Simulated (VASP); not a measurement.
A run of VASP 6.6.1:

INCAR

```
PREC = Accurate
ENCUT = 600
EDIFF = 1E-7
ISMEAR = 0
SIGMA = 0.1
LREAL = False
LASPH = True
NELM = 100
ALGO = Fast
ISIF = 3
LWAVE = False
LCHARG = False
GGA = PE
IBRION = 2
NSW = 100
EDIFFG = -0.01
```

File KPOINTS:

```
regular mesh
0
Gamma
  8 8 8
```

Contents of POSCAR:

```
BiO6
1.0
    4.9001402598      0.0000000000      0.0000000000
    0.0000000000      4.9001402598      0.0000000000
    0.0000000000      0.0000000000      4.9001402598
Bi O
1 6
Direct
    0.0000000000      0.0000000000      0.0000000000
    0.1276204740      0.5000000000      0.5000000000
    0.5000000000      0.8723795260      0.5000000000
    0.5000000000      0.1276204740      0.5000000000
    0.8723795260      0.5000000000      0.5000000000
    0.5000000000      0.5000000000      0.1276204740
    0.5000000000      0.5000000000      0.8723795260
```

Potentials or basis: VASP PAW PBE potentials, release 64 (Bi_d, O).

The run is started by

```bash
$ cat potpaw_PBE.64/Bi_d/POTCAR potpaw_PBE.64/O/POTCAR > POTCAR
$ mpirun -np 1 vasp_std > vasp.out
```

Hardware: 1 thread of Intel(R) Xeon(R) Platinum 8259CL CPU @ 2.50GHz (Skylake/Cascade Lake) (shared host).

Task: Estimate the wall time of this run.

Result: It took 14 min on 1 thread of Intel(R) Xeon(R) Platinum 8259CL CPU @ 2.50GHz (Skylake/Cascade Lake), with other jobs on the host, peak memory 0.33 GiB. Counts: scf iterations 106, k points 35, ion steps 10.
